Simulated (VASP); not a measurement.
# BN (Qingsongite): what moves the LDA gap besides the functional

How far does the LDA gap of BN (Qingsongite) depend on cutoff, mesh and cell? The starting structure is a measured crystal structure from the Crystallography Open Database. Cell and atoms stay as given unless a step says otherwise.

Program: VASP 6.6.1. Level of theory: Kohn-Sham DFT with plane waves and PAW; LDA. Results are calculated unless marked as measured.

**1. Starting point**

Symmetry: F-43m, No. 216, cubic system. Conventional cell: a = 3.615 Å, b = 3.615 Å, c = 3.615 Å, α = 90.00°, β = 90.00°, γ = 90.00°. Nearest to N lie 4 B at 1.57 Å. Nearest to B lie 4 N at 1.57 Å. Farther neighbours and most contacts between anions are not listed.

As a file:

```
N B
1.0
     0.00000    1.80750    1.80750
     1.80750    0.00000    1.80750
     1.80750    1.80750    0.00000
N B
1 1
Direct
  0.75000 0.75000 0.75000
  0.00000 0.00000 0.00000
```

**2. Reference bands**

INCAR

```
SYSTEM = BN
PREC = Accurate
ENCUT = 460
EDIFF = 1E-06
NELM = 100
ISMEAR = 0
SIGMA = 0.03
LREAL = .FALSE.
ALGO = Normal
GGA = CA
NBANDS = 16
LORBIT = 11
LWAVE = .FALSE.
LCHARG = .FALSE.
KPAR = 8
LASPH = .TRUE.
```

POSCAR

```
BN
1.0
    0.0000000000      1.8075000000      1.8075000000
    1.8075000000      0.0000000000      1.8075000000
    1.8075000000      1.8075000000      0.0000000000
N B
1 1
Direct
    0.7500000000      0.7500000000      0.7500000000
    0.0000000000      0.0000000000      0.0000000000
```

KPOINTS

```
Automatic mesh
0
Gamma
10 10 10
0 0 0
```

KPOINTS_OPT

```
Line mode
10
Line-mode
Reciprocal
  0.00000000   0.00000000   0.00000000 GAMMA
  0.50000000   0.00000000   0.50000000 X

  0.50000000   0.00000000   0.50000000 X
  0.50000000   0.25000000   0.75000000 W

  0.50000000   0.25000000   0.75000000 W
  0.37500000   0.37500000   0.75000000 K

  0.37500000   0.37500000   0.75000000 K
  0.00000000   0.00000000   0.00000000 GAMMA

  0.00000000   0.00000000   0.00000000 GAMMA
  0.50000000   0.50000000   0.50000000 L

  0.50000000   0.50000000   0.50000000 L
  0.62500000   0.25000000   0.62500000 U

  0.62500000   0.25000000   0.62500000 U
  0.50000000   0.25000000   0.75000000 W

  0.50000000   0.25000000   0.75000000 W
  0.50000000   0.50000000   0.50000000 L

  0.50000000   0.50000000   0.50000000 L
  0.37500000   0.37500000   0.75000000 K

  0.62500000   0.25000000   0.62500000 U
  0.50000000   0.00000000   0.50000000 X
```

The projector-augmented-wave data sets are N and B (LDA family, release 64).

Run with:

```console
> mpirun -np 8 vasp_std
```

Log:

```text
[banner, memory and clock lines left out]
running    8 mpi-ranks, on    1 nodes
 distrk:  each k-point on    1 cores,    8 groups
 distr:  one band on    1 cores,    1 groups

 POSCAR found type information on POSCAR N B
 POSCAR found :  2 types and       2 ions
|                                                                             |
|           W    W    AA    RRRRR   N    N  II  N    N   GGGG   !!!           |
|           W    W   A  A   R    R  NN   N  II  NN   N  G    G  !!!           |
|           W    W  A    A  R    R  N N  N  II  N N  N  G       !!!           |
|           W WW W  AAAAAA  RRRRR   N  N N  II  N  N N  G  GGG   !            |
|           WW  WW  A    A  R   R   N   NN  II  N   NN  G    G                |
|           W    W  A    A  R    R  N    N  II  N    N   GGGG   !!!           |
|                                                                             |
|     For optimal performance we recommend to set                             |
|       NCORE = 2 up to number-of-cores-per-socket                            |
|     NCORE specifies how many cores store one orbital (NPAR=cpu/NCORE).      |
|     This setting can greatly improve the performance of VASP for DFT.       |
|     The default, NCORE=1 might be grossly inefficient on modern             |
|     multi-core architectures or massively parallel machines. Do your        |
|     Unfortunately you need to use the default for GW and RPA                |
|     calculations (for HF NCORE is supported but not extensively tested      |
|     yet).                                                                   |
|                                                                             |

 LDA part: xc-table for (Slater(with rela. corr.)+CA(PZ))
 , standard interpolation
 POSCAR, INCAR and KPOINTS ok, starting setup
 FFT: planning ... GRIDC
 FFT: planning ... GRID_SOFT
 FFT: planning ... GRID
 WAVECAR not read
 entering main loop
       N       E                     dE             d eps       ncg     rms          rms(c)
DAV:   1     0.744691475810E+01    0.74469E+01   -0.44413E+03  1552   0.455E+02
DAV:   2    -0.202011961832E+02   -0.27648E+02   -0.26789E+02  2024   0.119E+02
DAV:   3    -0.205353661695E+02   -0.33417E+00   -0.33409E+00  1608   0.107E+01
DAV:   4    -0.205355409085E+02   -0.17474E-03   -0.17474E-03  2064   0.306E-01
DAV:   5    -0.205355410225E+02   -0.11403E-06   -0.11403E-06  1616   0.685E-03    0.652E+00
DAV:   6    -0.195469680649E+02    0.98857E+00   -0.28575E+00  1704   0.697E+00    0.311E+00
DAV:   7    -0.194386817284E+02    0.10829E+00   -0.67959E-02  1912   0.167E+00    0.180E+00
DAV:   8    -0.194071474557E+02    0.31534E-01   -0.32844E-02  1768   0.985E-01    0.173E-01
DAV:   9    -0.194069877835E+02    0.15967E-03   -0.10390E-03  1728   0.202E-01    0.880E-02
DAV:  10    -0.194069670090E+02    0.20775E-04   -0.50586E-05  1920   0.460E-02    0.136E-02
DAV:  11    -0.194069672876E+02   -0.27863E-06   -0.84745E-07  1288   0.510E-03
   1 F= -.19406967E+02 E0= -.19406967E+02  d E =-.452362E-20
 Start KPOINTS_OPT (optional k-point list driver)
k-point batch [1-47\100]
       N       E                     dE             ncg
DAV:   1     0.123404206618E+04   -0.13243E+05     1528
DAV:   2    -0.229434223853E+02   -0.12570E+04     1952
DAV:   3    -0.377807135529E+02   -0.14837E+02     1776
DAV:   4    -0.377870438719E+02   -0.63303E-02     1904
DAV:   5    -0.377870469678E+02   -0.30959E-05     1792
DAV:   6    -0.377870469697E+02   -0.19238E-08     1496
[...]
k-point batch [95-100\100]
       N       E                     dE             ncg
DAV:   1     0.177231882485E+05   -0.22417E+04      200
DAV:   2     0.175746441539E+05   -0.14854E+03      264
DAV:   3     0.175730315168E+05   -0.16126E+01      232
DAV:   4     0.175730307404E+05   -0.77632E-03      248
DAV:   5     0.175730307399E+05   -0.49726E-06      232
```

The job ended after 2.4 s (8 MPI ranks of Intel Xeon 6975P-C (Granite Rapids), shared host; peak memory 0.88 GiB).

Lines that name or quote the potential files are left out of all logs, and their timing lines are given in words.

OUTCAR, selected parts (step 2):

```text
ion  position               nearest neighbor table
   1  0.750  0.750  0.750-   2 1.57   2 1.57   2 1.57   2 1.57
   2  0.000  0.000  0.000-   1 1.57   1 1.57   1 1.57   1 1.57

  LATTYP: Found a face centered cubic cell.
 ALAT       =     3.6150000000

 Subroutine GETGRP returns: Found 24 space group operations
 (whereof 24 operations were pure point group operations)

The static configuration has the point symmetry T_d .

 Found     47 irreducible k-points:

   k-points           NKPTS =     47   k-points in BZ     NKDIM =     47   number of bands    NBANDS=     16

   dimension x,y,z NGX =    18 NGY =   18 NGZ =   18
   dimension x,y,z NGXF=    36 NGYF=   36 NGZF=   36

   ENCUT  =  460.0 eV  33.81 Ry    5.81 a.u.   4.47  4.47  4.47*2*pi/ulx,y,z

   NELECT =       8.0000    total number of electrons

 k-points in reciprocal lattice and weights: Automatic mesh
   0.00000000  0.00000000  0.00000000       0.001
   0.10000000  0.00000000  0.00000000       0.008
   0.20000000  0.00000000  0.00000000       0.008
   0.30000000  0.00000000  0.00000000       0.008
   0.40000000  0.00000000  0.00000000       0.008
   0.50000000  0.00000000  0.00000000       0.004
   0.10000000  0.10000000  0.00000000       0.006
   0.20000000  0.10000000  0.00000000       0.024
   0.30000000  0.10000000  0.00000000       0.024
[...]
-0.30000000  0.40000000  0.20000000       0.024
  -0.30000000  0.50000000  0.20000000       0.012

 average (electrostatic) potential at core
       1 -60.1135       2 -29.5715

 E-fermi :   7.5731

 k-point     1 :       0.0000    0.0000    0.0000
  band No.  band energies     occupation
      1     -12.6798      2.00000
      2       7.3907      2.00000
      3       7.3907      2.00000
      4       7.3907      2.00000
      5      16.0732      0.00000
      6      16.0732      0.00000
      7      16.0732      0.00000
      8      17.8282      0.00000
      9      31.8805      0.00000
    ...

 k-point     2 :       0.1000    0.0000    0.0000
  band No.  band energies     occupation
      1     -12.4364      2.00000
      2       6.1283      2.00000
      3       7.1328      2.00000
      4       7.1328      2.00000
      5      16.3779      0.00000
      6      16.4573      0.00000
      7      16.4573      0.00000
      8      18.5775      0.00000
      9      31.5231      0.00000
    ...

 k-point     3 :       0.2000    0.0000    0.0000
  band No.  band energies     occupation
      1     -11.7176      2.00000
      2       3.4248      2.00000
      3       6.5586      2.00000
      4       6.5586      2.00000
      5      16.8131      0.00000
      6      17.2510      0.00000
      7      17.2510      0.00000
      8      20.1493      0.00000
      9      30.7716      0.00000
    ...

  Total       -0.8084274     -0.8084274     -0.8084274     -0.0000000      0.0000000      0.0000000
  in kB     -109.6697136   -109.6697136   -109.6697136     -0.0000000      0.0000000      0.0000000
  external PRESSURE =    -109.6697136 kB  Pullay stress =       0.0000000 kB

  energy-cutoff  :      460.00
  volume of cell :       11.81
      direct lattice vectors                 reciprocal lattice vectors
     0.000000000  1.807500000  1.807500000    -0.276625173  0.276625173  0.276625173
     1.807500000  0.000000000  1.807500000     0.276625173 -0.276625173  0.276625173
     1.807500000  1.807500000  0.000000000     0.276625173  0.276625173 -0.276625173

 POSITION                                       TOTAL-FORCE (eV/Angst)
 -----------------------------------------------------------------------------------
      2.71125      2.71125      2.71125        -0.000000     -0.000000     -0.000000
      0.00000      0.00000      0.00000         0.000000      0.000000      0.000000
 -----------------------------------------------------------------------------------
    total drift:                                0.000001      0.000001      0.000000

  FREE ENERGIE OF THE ION-ELECTRON SYSTEM (eV)
  ---------------------------------------------------
  free  energy   TOTEN  =       -19.4069672876 eV

  energy  without entropy=      -19.4069672876  energy(sigma->0) =      -19.40696729

 total charge
# of ion       s       p       d       tot
------------------------------------------
    1        1.204   2.733   0.000   3.937
    2        0.673   1.372   0.000   2.045
--------------------------------------------------
tot          1.876   4.105   0.000   5.982

[... 3 further parts left out ...]
```

At this level the cell is under a tension of 11.0 GPa, so at these settings it is away from equilibrium.

The reference gap is 4.342 eV.

**3. Bands with cell and atoms relaxed by LDA**

Against step 2 the input has another starting structure. The cell comes from a relaxation at this level, not shown (11.51 Å³).

INCAR is that of step 2.

POSCAR

```
BN
1.0
    0.0000000000      1.7918006284      1.7918006284
    1.7918006284      0.0000000000      1.7918006284
    1.7918006284      1.7918006284      0.0000000000
N B
1 1
Direct
    0.7500000000      0.7500000000      0.7500000000
    0.0000000000      0.0000000000      0.0000000000
```

KPOINTS is that of step 2.

KPOINTS_OPT is that of step 2.

Run with:

```console
> mpirun -np 8 vasp_std
```

Log:

```text
[banner, memory and clock lines left out]
running    8 mpi-ranks, on    1 nodes
[...]
[... a notice as in an earlier step ...]

 LDA part: xc-table for (Slater(with rela. corr.)+CA(PZ))
 , standard interpolation
 POSCAR, INCAR and KPOINTS ok, starting setup
[...]
entering main loop
       N       E                     dE             d eps       ncg     rms          rms(c)
DAV:   1     0.890721727311E+01    0.89072E+01   -0.41698E+03  1544   0.447E+02
DAV:   2    -0.202310912399E+02   -0.29138E+02   -0.28242E+02  1984   0.123E+02
DAV:   3    -0.205937256513E+02   -0.36263E+00   -0.36252E+00  1680   0.111E+01
DAV:   4    -0.205939081024E+02   -0.18245E-03   -0.18245E-03  1992   0.314E-01
[...]
DAV:   9    -0.194163541783E+02    0.15758E-03   -0.10174E-03  1712   0.203E-01    0.908E-02
DAV:  10    -0.194163335143E+02    0.20664E-04   -0.48254E-05  1920   0.453E-02    0.137E-02
DAV:  11    -0.194163338088E+02   -0.29451E-06   -0.86468E-07  1272   0.513E-03
   1 F= -.19416334E+02 E0= -.19416334E+02  d E =-.547505E-26
 Start KPOINTS_OPT (optional k-point list driver)
k-point batch [1-47\100]
       N       E                     dE             ncg
DAV:   1     0.134384733792E+04   -0.12284E+05     1584
DAV:   2     0.543302621282E+02   -0.12895E+04     1968
DAV:   3     0.391474377150E+02   -0.15183E+02     1728
DAV:   4     0.391416473473E+02   -0.57904E-02     1952
DAV:   5     0.391416445522E+02   -0.27950E-05     1712
DAV:   6     0.391416445494E+02   -0.27771E-08     1552
[...]
k-point batch [95-100\100]
       N       E                     dE             ncg
DAV:   1     0.179961571916E+05   -0.26809E+04      200
DAV:   2     0.178385601736E+05   -0.15760E+03      264
DAV:   3     0.178367355176E+05   -0.18247E+01      224
DAV:   4     0.178367347383E+05   -0.77933E-03      256
DAV:   5     0.178367347379E+05   -0.43676E-06      224
```

The job ended after 2.6 s (8 MPI ranks; peak memory 0.89 GiB).

From OUTCAR (step 3):

```text
  Total       -0.0683482     -0.0683482     -0.0683482      0.0000000      0.0000000     -0.0000000
  in kB       -9.5178382     -9.5178382     -9.5178382      0.0000000      0.0000000     -0.0000000
  external PRESSURE =      -9.5178382 kB  Pullay stress =       0.0000000 kB

 POSITION                                       TOTAL-FORCE (eV/Angst)
 -----------------------------------------------------------------------------------
      2.68770      2.68770      2.68770        -0.000000      0.000000     -0.000000
      0.00000      0.00000      0.00000         0.000000     -0.000000      0.000000
 -----------------------------------------------------------------------------------
    total drift:                                0.000000      0.000000      0.000000

  FREE ENERGIE OF THE ION-ELECTRON SYSTEM (eV)
  ---------------------------------------------------
  free  energy   TOTEN  =       -19.4163338088 eV

  energy  without entropy=      -19.4163338088  energy(sigma->0) =      -19.41633381

[... 1 part as in an earlier step ...]

[... 2 further parts left out ...]
[key lines of the parts left out:]
E-fermi :   7.9343
```

With cell and atoms relaxed by LDA the gap is 4.373 eV, +0.031 eV from the reference.

**4. Bands with no band path**

Against step 2 the input has no band path (also changed: NBANDS).

INCAR: that of step 3 with these lines changed.

```diff
@@ -10,3 +10,3 @@
 GGA = CA
-NBANDS = 16
+NBANDS = 10
 LORBIT = 11
```

POSCAR

```
BN
1.0
    0.0000000000      1.8075000000      1.8075000000
    1.8075000000      0.0000000000      1.8075000000
    1.8075000000      1.8075000000      0.0000000000
N B
1 1
Direct
    0.7500000000      0.7500000000      0.7500000000
    0.0000000000      0.0000000000      0.0000000000
```

KPOINTS is that of step 3.

Run with:

```console
> mpirun -np 8 vasp_std
```

Log:

```text
[... set-up lines as in an earlier step ...]
 entering main loop
       N       E                     dE             d eps       ncg     rms          rms(c)
DAV:   1     0.109536804619E+01    0.10954E+01   -0.46147E+03   998   0.711E+02
DAV:   2    -0.202857515857E+02   -0.21381E+02   -0.20485E+02  1110   0.137E+02
DAV:   3    -0.205352983601E+02   -0.24955E+00   -0.24919E+00  1086   0.129E+01
DAV:   4    -0.205355407811E+02   -0.24242E-03   -0.24242E-03  1026   0.489E-01
[...]
DAV:   9    -0.194069824418E+02    0.16091E-03   -0.89001E-04  1026   0.268E-01    0.815E-02
DAV:  10    -0.194069668460E+02    0.15596E-04   -0.44912E-05  1062   0.676E-02    0.139E-02
DAV:  11    -0.194069673420E+02   -0.49603E-06   -0.17806E-06   700   0.945E-03
   1 F= -.19406967E+02 E0= -.19406967E+02  d E =-.142100E-20
```

Wall time 1.4 s (8 MPI ranks); peak memory 0.8 GiB; 4.3 s of CPU time.

Parts of OUTCAR (step 4):

```text
  Total       -0.8078463     -0.8078463     -0.8078463     -0.0000000     -0.0000000      0.0000000
  in kB     -109.5908830   -109.5908830   -109.5908830     -0.0000000     -0.0000000      0.0000000
  external PRESSURE =    -109.5908830 kB  Pullay stress =       0.0000000 kB

 POSITION                                       TOTAL-FORCE (eV/Angst)
 -----------------------------------------------------------------------------------
      2.71125      2.71125      2.71125        -0.000000      0.000000     -0.000000
      0.00000      0.00000      0.00000         0.000000     -0.000000      0.000000
 -----------------------------------------------------------------------------------
    total drift:                                0.000000      0.000000      0.000000

  FREE ENERGIE OF THE ION-ELECTRON SYSTEM (eV)
  ---------------------------------------------------
  free  energy   TOTEN  =       -19.4069673420 eV

  energy  without entropy=      -19.4069673420  energy(sigma->0) =      -19.40696734

[... 1 part as in an earlier step ...]

[... 2 further parts left out ...]
[key lines of the parts left out:]
E-fermi :   7.5759
```

With no band path the gap is 4.342 eV, +0.000 eV from the reference, read on the mesh alone.

[end of part 1 of 2]

[Lines on the potential files, build, host, timing and source positions are cut from VASP's logs without a mark.]

[Logs are printed without paths, hosts, clocks, repeated set-up lines and the standing remarks that a program may print on its own settings, such as how far it seeks lower states.]

[Hosts, paths, dates, database ids (printed as entryN), source tags and the programs' standing remarks are cut or masked in the printed files.]
